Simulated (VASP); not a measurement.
Method: vdW-DF-cx, VASP's PBE PAW potentials (set 64) (plane waves; VASP).

VASP ran on this input.

**POSCAR**
```
Y
1
    1.8042874262    -3.1251177603     0.0000000000
    1.8042874262     3.1251177603    -0.0000000000
   -0.0000000000     0.0000000000     5.5573505508
Y
2
Direct
  0.3333330000   0.6666670000   0.2500000000
  0.6666670000   0.3333330000   0.7500000000
```

### KPOINTS
```
Automatic mesh
0
Gamma
11 11 6
0 0 0
```

### INCAR
```
AGGAC = 0.0
ALGO = Normal
EDIFF = 1E-6
EDIFFG = -0.01
ENCUT = 520
GGA = CX
IBRION = 2
ISIF = 3
ISMEAR = 1
LASPH = .True.
LCHARG = .False.
LMAXMIX = 4
LREAL = .False.
LUSE_VDW = .True.
LWAVE = .False.
NELM = 100
NSW = 60
PREC = Accurate
SIGMA = 0.1
SYSTEM = Y
```

POTCAR, in this order: Y_sv (PBE.64 set). Program: vasp_std.

Output of the run:

**OUTCAR**
```
 ion  position               nearest neighbor table
   1  0.333  0.667  0.250-   2 3.47   2 3.47   2 3.47   2 3.47   2 3.47   2 3.47
   2  0.667  0.333  0.750-   1 3.47   1 3.47   1 3.47   1 3.47   1 3.47   1 3.47
  LATTYP: Found a hexagonal cell.
 ALAT       =     3.6085750833
 C/A-ratio  =     1.5400401606
 Subroutine PRICEL returns:
 Original cell was already a primitive cell.
 Subroutine GETGRP returns: Found 24 space group operations
The static configuration has the point symmetry D_3d.
 The point group associated with its full space group is D_6h.
The dynamic configuration has the point symmetry D_3d.
 Subroutine INISYM returns: Found 24 space group operations
 Subroutine IBZKPT returns following result:
 Found     64 irreducible k-points:

 Following reciprocal coordinates:
            Coordinates               Weight
  0.000000  0.000000  0.000000      1.000000
  0.090909  0.000000  0.000000      6.000000
  0.181818  0.000000  0.000000      6.000000
  0.272727  0.000000  0.000000      6.000000
  0.363636  0.000000  0.000000      6.000000
  0.454545 -0.000000  0.000000      6.000000
  0.090909  0.090909  0.000000      6.000000
  0.181818  0.090909  0.000000     12.000000
  0.272727  0.090909  0.000000     12.000000
  0.363636  0.090909  0.000000     12.000000
  0.454545  0.090909  0.000000      6.000000
  0.181818  0.181818  0.000000      6.000000
  0.272727  0.181818  0.000000     12.000000
  0.363636  0.181818  0.000000     12.000000
  0.272727  0.272727  0.000000      6.000000
  0.363636  0.272727  0.000000      6.000000
  0.000000  0.000000  0.166667      2.000000
  0.090909  0.000000  0.166667     12.000000
  0.181818  0.000000  0.166667     12.000000
  0.272727  0.000000  0.166667     12.000000
  0.363636  0.000000  0.166667     12.000000
  0.454545 -0.000000  0.166667     12.000000
  0.090909  0.090909  0.166667     12.000000
  0.181818  0.090909  0.166667     24.000000
  0.272727  0.090909  0.166667     24.000000
  0.363636  0.090909  0.166667     24.000000
  0.454545  0.090909  0.166667     12.000000
  0.181818  0.181818  0.166667     12.000000
  0.272727  0.181818  0.166667     24.000000
  0.363636  0.181818  0.166667     24.000000
  0.272727  0.272727  0.166667     12.000000
  0.363636  0.272727  0.166667     12.000000
  0.000000  0.000000  0.333333      2.000000
  0.090909  0.000000  0.333333     12.000000
  0.181818  0.000000  0.333333     12.000000
  0.272727  0.000000  0.333333     12.000000
  0.363636  0.000000  0.333333     12.000000
  0.454545 -0.000000  0.333333     12.000000
  0.090909  0.090909  0.333333     12.000000
  0.181818  0.090909  0.333333     24.000000
   k-points           NKPTS =     64   k-points in BZ     NKDIM =     64   number of bands    NBANDS=     15
   number of dos      NEDOS =    301   number of ions     NIONS =      2
   total plane-waves  NPLWV =  32928
   dimension x,y,z NGX =    28 NGY =   28 NGZ =   42
   dimension x,y,z NGXF=    56 NGYF=   56 NGZF=   84
   ions per type =               2
   PREC   = accura    normal or accurate (medium, high low for compatibility)
   ISTART =      0    job   : 0-new  1-cont  2-samecut
   ICHARG =      2    charge: 1-file 2-atom 10-const
   ISPIN  =      1    spin polarized calculation?
   LNONCOLLINEAR =      F non collinear calculations
   LSORBIT =      F    spin-orbit coupling
   INIWAV =      1    electr: 0-lowe 1-rand  2-diag
   ENCUT  =  520.0 eV  38.22 Ry    6.18 a.u.   6.71  6.71 10.33*2*pi/ulx,y,z
   NELM   =    100;   NELMIN=  2; NELMDL= -5     # of ELM steps
   EDIFF  = 0.1E-05   stopping-criterion for ELM
   LREAL  =      F    real-space projection
...
```

File OSZICAR:
```
       N       E                     dE             d eps       ncg     rms          rms(c)
DAV:   1     0.924146477881E+02    0.92415E+02   -0.11726E+04  1920   0.140E+03
DAV:   2    -0.133877601900E+01   -0.93753E+02   -0.92746E+02  2412   0.284E+02
DAV:   3    -0.860836846810E+01   -0.72696E+01   -0.71981E+01  3602   0.480E+01
DAV:   4    -0.875002203007E+01   -0.14165E+00   -0.14050E+00  2161   0.739E+00
DAV:   5    -0.875422131183E+01   -0.41993E-02   -0.41984E-02  2784   0.918E-01    0.339E+01
DAV:   6    -0.843356925928E+01    0.32065E+00   -0.42567E-01  1920   0.474E+00    0.210E+01
DAV:   7    -0.838361047570E+01    0.49959E-01   -0.80950E-01  2337   0.608E+00    0.195E+00
DAV:   8    -0.837378612809E+01    0.98243E-02   -0.17057E-01  2298   0.271E+00    0.140E+00
DAV:   9    -0.837274524811E+01    0.10409E-02   -0.38153E-03  2718   0.445E-01    0.355E-01
DAV:  10    -0.837285842279E+01   -0.11317E-03   -0.21155E-03  2006   0.477E-01    0.398E-01
DAV:  11    -0.837276422610E+01    0.94197E-04   -0.18050E-04  2209   0.136E-01    0.663E-02
DAV:  12    -0.837275951204E+01    0.47141E-05   -0.26457E-05  2263   0.514E-02    0.107E-02
DAV:  13    -0.837276054805E+01   -0.10360E-05   -0.23524E-06  1673   0.151E-02    0.148E-03
DAV:  14    -0.837276065849E+01   -0.11044E-06   -0.16181E-07  1170   0.408E-03
   1 F= -.83727607E+01 E0= -.83741993E+01  d E =-.837276E+01
       N       E                     dE             d eps       ncg     rms          rms(c)
DAV:   1    -0.837427396622E+01   -0.15134E-02   -0.30647E-02  2833   0.125E+00    0.273E-01
DAV:   2    -0.837300810105E+01    0.12659E-02   -0.37304E-03  2509   0.431E-01    0.136E-01
DAV:   3    -0.837267963360E+01    0.32847E-03   -0.26378E-03  2999   0.279E-01    0.754E-02
DAV:   4    -0.837274578887E+01   -0.66155E-04   -0.21901E-04  2331   0.893E-02    0.357E-02
DAV:   5    -0.837280519944E+01   -0.59411E-04   -0.19534E-04  3451   0.562E-02    0.209E-02
DAV:   6    -0.837280217177E+01    0.30277E-05   -0.79241E-06  2409   0.140E-02    0.936E-03
DAV:   7    -0.837280462775E+01   -0.24560E-05   -0.12758E-06  1359   0.111E-02    0.278E-03
DAV:   8    -0.837280479127E+01   -0.16353E-06   -0.19969E-07  1009   0.334E-03
   2 F= -.83728048E+01 E0= -.83742591E+01  d E =-.441328E-04
```

OUTCAR:
```
------------------------ aborting loop because EDIFF is reached ----------------------------------------
  FORCE on cell =-STRESS in cart. coord.  units (eV):
  Direction    XX          YY          ZZ          XY          YZ          ZX
  --------------------------------------------------------------------------------------
  Total        0.0103131      0.0103131      0.0064003      0.0000000      0.0000000      0.0000000
  in kB        0.2644314      0.2644315      0.1641044      0.0000000      0.0000000      0.0000000
  external PRESSURE =       0.2309891 kB  Pullay stress =       0.0000000 kB
  volume of cell :       62.49
      direct lattice vectors                 reciprocal lattice vectors
     1.802527116 -3.122068813 -0.000000000     0.277388337 -0.160150218 -0.000000000
     1.802527116  3.122068813  0.000000000     0.277388337  0.160150218  0.000000000
     0.000000000 -0.000000000  5.551807516     0.000000000 -0.000000000  0.180121518
 POSITION                                       TOTAL-FORCE (eV/Angst)
 -----------------------------------------------------------------------------------
      1.80253      1.04069      1.38795         0.000000     -0.000000      0.000000
      1.80253     -1.04069      4.16386         0.000000      0.000000      0.000000
 -----------------------------------------------------------------------------------
    total drift:                                0.000000      0.000511     -0.000010
  FREE ENERGIE OF THE ION-ELECTRON SYSTEM (eV)
  ---------------------------------------------------
  free  energy   TOTEN  =        -8.3728047913 eV

  energy  without entropy=       -8.3771676344  energy(sigma->0) =       -8.37425907

 reached required accuracy - stopping structural energy minimisation
```
(Selected blocks of OUTCAR.)

File CONTCAR:
```
Y
   1.00000000000000
     1.8025271162824652   -3.1220688133052699   -0.0000000000000000
     1.8025271162824652    3.1220688133052699    0.0000000000000000
     0.0000000000000000   -0.0000000000000000    5.5518075164643212
  Y
     2
Direct
     0.3333330000000032    0.6666669999999968    0.2500000000000000
     0.6666669999999968    0.3333330000000032    0.7500000000000000
```

The compound is Y in the hcp structure. This run relaxes it. Symmetry was kept, so distortions that lower it aren't found. The start is the result of an earlier pass.
